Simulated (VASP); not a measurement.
OSZICAR of a VASP run on Os (hcp):

**OSZICAR**
```
       N       E                     dE             d eps       ncg     rms          rms(c)
DAV:   1     0.106844998545E+03    0.10684E+03   -0.77033E+03  4752   0.128E+03
DAV:   2    -0.163666946923E+02   -0.12321E+03   -0.11074E+03  5076   0.402E+02
DAV:   3    -0.237136849484E+02   -0.73470E+01   -0.68503E+01  5840   0.808E+01
DAV:   4    -0.238940619768E+02   -0.18038E+00   -0.17868E+00  5016   0.127E+01
DAV:   5    -0.238961791798E+02   -0.21172E-02   -0.21204E-02  5468   0.115E+00    0.232E+01
DAV:   6    -0.228182257024E+02    0.10780E+01   -0.11567E+00  5100   0.997E+00    0.107E+01
DAV:   7    -0.224940510472E+02    0.32417E+00   -0.83974E-01  5444   0.838E+00    0.444E-01
DAV:   8    -0.224883236914E+02    0.57274E-02   -0.75099E-03  4884   0.724E-01    0.273E-01
DAV:   9    -0.224861438587E+02    0.21798E-02   -0.14323E-03  5152   0.459E-01    0.575E-02
DAV:  10    -0.224861852291E+02   -0.41370E-04   -0.63245E-05  5268   0.818E-02    0.105E-02
DAV:  11    -0.224861463238E+02    0.38905E-04   -0.65807E-06  4948   0.302E-02    0.110E-03
DAV:  12    -0.224861449564E+02    0.13674E-05   -0.15595E-07  4204   0.446E-03    0.945E-04
DAV:  13    -0.224861445488E+02    0.40755E-06   -0.11136E-08  2500   0.106E-03    0.214E-04
DAV:  14    -0.224861445077E+02    0.41094E-07   -0.26670E-09  2464   0.626E-04
   1 F= -.23792482E+02 E0= -.23792482E+02  d E =0.000000E+00
```

Task: Which electronic solver shows in the log?

Result: It is blocked Davidson (ALGO = Normal, or the opening steps of other solvers). The INCAR had ALGO = Normal.

Task: Can the final energy be trusted as converged?

Result: The run converged. It stopped with EDIFF = 1E-7, NELM = 100 (PBE GGA with D3 dispersion (Becke-Johnson damping), plane waves, VASP's PBE PAW potentials (set 64)).

The compound is Os in the hcp structure. It was relaxed first.
